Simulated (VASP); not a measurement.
```
CELL_PARAMETERS angstrom
      3.72212     0.00000     0.00000
     -1.86106     3.22345     0.00000
      0.00000     0.00000     6.87092
ATOMIC_POSITIONS crystal
  Zr 0.00000 0.00000 0.00000
  Zr 0.00000 0.00000 0.50000
  Si 0.33333 0.66667 0.25000
  Si 0.66667 0.33333 0.75000
```

Level of theory: PBE GGA, VASP's PBE PAW potentials (set 64) (plane waves; VASP 6.6.1). Run with 400 eV cut-off, Gaussian smearing of 0.050 eV, potentials Zr_sv Si.

Give the energies of bands 9 to 19 at the high-symmetry points, in eV from the Fermi level.

```json
[
 {"band": "9", "Γ": "-9.21", "M": "-7.28", "K": "-6.61", "A": "-8.37", "L": "-6.83", "H": "-6.60"},
 {"band": "10", "Γ": "-6.90", "M": "-6.33", "K": "-6.61", "A": "-8.37", "L": "-6.83", "H": "-6.60"},
 {"band": "11", "Γ": "-4.64", "M": "-4.34", "K": "-3.39", "A": "-2.54", "L": "-3.65", "H": "-3.02"},
 {"band": "12", "Γ": "-1.33", "M": "-2.80", "K": "-3.05", "A": "-2.54", "L": "-3.65", "H": "-3.02"},
 {"band": "13", "Γ": "-1.33", "M": "-1.87", "K": "-3.05", "A": "-0.64", "L": "-1.59", "H": "-2.17"},
 {"band": "14", "Γ": "-1.25", "M": "-1.60", "K": "-1.86", "A": "-0.64", "L": "-1.59", "H": "-2.17"},
 {"band": "15", "Γ": "0.52", "M": "-1.22", "K": "-1.86", "A": "-0.64", "L": "-0.77", "H": "-1.87"},
 {"band": "16", "Γ": "0.52", "M": "-1.02", "K": "-0.44", "A": "-0.64", "L": "-0.77", "H": "-1.87"},
 {"band": "17", "Γ": "0.76", "M": "0.59", "K": "1.39", "A": "1.46", "L": "0.05", "H": "0.68"},
 {"band": "18", "Γ": "0.76", "M": "1.00", "K": "1.39", "A": "1.46", "L": "0.05", "H": "0.68"},
 {"band": "19", "Γ": "1.51", "M": "2.06", "K": "2.12", "A": "1.46", "L": "3.20", "H": "2.64"}
]
```

It has no gap at this level: it comes out as a metal or semimetal.

The structure was generated: ZrSi was put into the NiAs type type (P6_3/mmc), which need not be its known phase. It was relaxed first, which changed the volume by -28 %.
